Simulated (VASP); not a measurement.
Output of a VASP run:

**OSZICAR**
```
       N       E                     dE             d eps       ncg     rms          rms(c)
DAV:   1     0.272870789288E+02    0.27287E+02   -0.52852E+03  1688   0.123E+03
DAV:   2    -0.229948987557E+02   -0.50282E+02   -0.47799E+02  1698   0.195E+02
DAV:   3    -0.242966975657E+02   -0.13018E+01   -0.12922E+01  1964   0.420E+01
DAV:   4    -0.243216863030E+02   -0.24989E-01   -0.24978E-01  2100   0.520E+00
DAV:   5    -0.243225168239E+02   -0.83052E-03   -0.83046E-03  1960   0.922E-01    0.140E+01
DAV:   6    -0.257780386696E+02   -0.14555E+01   -0.80429E+01  1834   0.145E+02    0.184E+01
DAV:   7    -0.210583392974E+02    0.47197E+01   -0.32623E+01  1844   0.838E+01    0.210E+00
DAV:   8    -0.210963523389E+02   -0.38013E-01   -0.42046E-01  1964   0.817E+00    0.202E+00
DAV:   9    -0.210828281974E+02    0.13524E-01   -0.28012E-01  1876   0.924E+00    0.749E-01
DAV:  10    -0.210736663731E+02    0.91618E-02   -0.47632E-02  1854   0.381E+00    0.170E-01
DAV:  11    -0.210784618505E+02   -0.47955E-02   -0.32329E-03  1814   0.754E-01    0.117E-01
DAV:  12    -0.210784777222E+02   -0.15872E-04   -0.77766E-05  2298   0.878E-02    0.227E-02
DAV:  13    -0.210784824445E+02   -0.47222E-05   -0.88251E-06  1780   0.392E-02    0.416E-03
DAV:  14    -0.210784832503E+02   -0.80585E-06   -0.26813E-06  1726   0.213E-02    0.373E-03
DAV:  15    -0.210784835628E+02   -0.31253E-06   -0.87080E-07  1798   0.107E-02    0.148E-03
DAV:  16    -0.210784835819E+02   -0.19009E-07   -0.42320E-08   894   0.328E-03
   1 F= -.21078484E+02 E0= -.21078539E+02  d E =0.167738E-03
```

### OUTCAR
```
------------------------ aborting loop because EDIFF is reached ----------------------------------------
  FORCE on cell =-STRESS in cart. coord.  units (eV):
  Direction    XX          YY          ZZ          XY          YZ          ZX
  --------------------------------------------------------------------------------------
  Total        0.0296788      0.0296788      0.0296788      0.0000000      0.0000000      0.0000000
  in kB        2.1191660      2.1191660      2.1191660      0.0000000      0.0000000      0.0000000
  external PRESSURE =       2.1191660 kB  Pullay stress =       0.0000000 kB
  volume of cell :       22.44
      direct lattice vectors                 reciprocal lattice vectors
     2.820529696  0.000000000  0.000000000     0.354543333  0.000000000  0.000000000
     0.000000000  2.820529696  0.000000000     0.000000000  0.354543333  0.000000000
     0.000000000  0.000000000  2.820529696     0.000000000  0.000000000  0.354543333
 POSITION                                       TOTAL-FORCE (eV/Angst)
 -----------------------------------------------------------------------------------
      1.41026      1.41026      1.41026         0.000000      0.000000      0.000000
      0.00000      0.00000      0.00000         0.000000      0.000000      0.000000
 -----------------------------------------------------------------------------------
    total drift:                               -0.000000      0.000000     -0.000000
  FREE ENERGIE OF THE ION-ELECTRON SYSTEM (eV)
  ---------------------------------------------------
  free  energy   TOTEN  =       -21.0784835819 eV

  energy  without entropy=      -21.0786513196  energy(sigma->0) =      -21.07853949
```
(Selected blocks of OUTCAR.)

### POSCAR
```
CoAl
1
    2.8205296959     0.0000000000     0.0000000000
    0.0000000000     2.8205296959     0.0000000000
    0.0000000000     0.0000000000     2.8205296959
Al Co
1 1
Direct
  0.5000000000   0.5000000000   0.5000000000
  0.0000000000   0.0000000000   0.0000000000
```

Question: Write an INCAR and KPOINTS that could have produced this output.

Answer: This is not unique; one that fits is the input of the run itself, r2SCAN meta-GGA, plane waves, VASP's PBE PAW potentials (set 64).

INCAR:
```
SYSTEM  =  CoAl
PREC  =  Accurate; ENCUT  =  480; LREAL  =  .FALSE.
LASPH  =  .TRUE.
EDIFF  =  1E-7; NELM  =  100; ALGO  =  Normal
LMAXMIX  =  4; LMIXTAU  =  .TRUE.
ISMEAR  =  1; SIGMA  =  0.1
METAGGA  =  R2SCAN
ISIF  =  2
LWAVE  =  .FALSE.; LCHARG  =  .FALSE.
```

File KPOINTS:
```
Regular mesh
0
Gamma
 12 12 12
```

POTCAR, in this order: Al Co (PBE.64 set). Program: vasp_std.

The compound is CoAl in the CsCl type structure. It was relaxed first. The run is not spin-polarised, so no magnetic state was tried.
